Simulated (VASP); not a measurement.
VASP input:

POSCAR:
```
YTi
1
    5.3900630000     0.0000000000     0.0000000000
    0.0000000000     3.5680580000     0.0000000000
    0.0000000000     0.0000000000     5.5030800000
Ti Y
2 2
Direct
  0.7500000000   0.5000000000   0.3125000000
  0.2500000000   0.5000000000   0.6875000000
  0.7500000000   0.0000000000   0.8125000000
  0.2500000000   0.0000000000   0.1875000000
```

### INCAR
```
SYSTEM = YTi
PREC = Accurate; ENCUT = 300; LREAL = .False.
LASPH = .True.
EDIFF = 1E-6; NELM = 100; ALGO = Normal
LMAXMIX = 4
ISMEAR = -1; SIGMA = 0.1
GGA = PE
ISIF = 2
LWAVE = .False.; LCHARG = .False.
```

File KPOINTS:
```
Automatic mesh
0
Gamma
3 5 3
0 0 0
```

POTCAR, in this order: Ti_sv Y_sv (PBE.64 set). Program: vasp_std.

Translate this PBE calculation to Quantum ESPRESSO's pw.x.

One equivalent input (not run):
```
&CONTROL
  calculation = 'scf'
  pseudo_dir = './pseudo'
  outdir = './out'
  tprnfor = .true.
  tstress = .true.
/
&SYSTEM
  ibrav = 0
  nat = 4
  ntyp = 2
  ecutwfc = 84
  occupations = 'smearing'
  smearing = 'fermi-dirac'
  degauss = 0.00735
  input_dft = 'pbe'
/
&ELECTRONS
  conv_thr = 7.3e-08
  electron_maxstep = 100
/
ATOMIC_SPECIES
  Ti 47.867 Ti.upf
  Y 88.906 Y.upf
CELL_PARAMETERS angstrom
     5.3900630    0.0000000    0.0000000
     0.0000000    3.5680580    0.0000000
     0.0000000    0.0000000    5.5030800
ATOMIC_POSITIONS crystal
  Ti   0.7500000  0.5000000  0.3125000
  Ti   0.2500000  0.5000000  0.6875000
  Y    0.7500000  0.0000000  0.8125000
  Y    0.2500000  0.0000000  0.1875000
K_POINTS automatic
  3 5 3 0 0 0
```
What does not carry over: the potentials are each code's own (VASP's PAW set, PseudoDojo norm-conserving files in pw.x), so ENCUT and ecutwfc are chosen apart and not converted; conv_thr bounds pw.x's estimated SCF error, while EDIFF bounds the energy change between steps.

The structure was generated: YTi was put into an ordered model structure, which need not be its known phase. The cell was not relaxed at this level. The k-mesh is coarse (spacing up to 0.39 per Å, 2π included), so the numbers may not be converged in it.
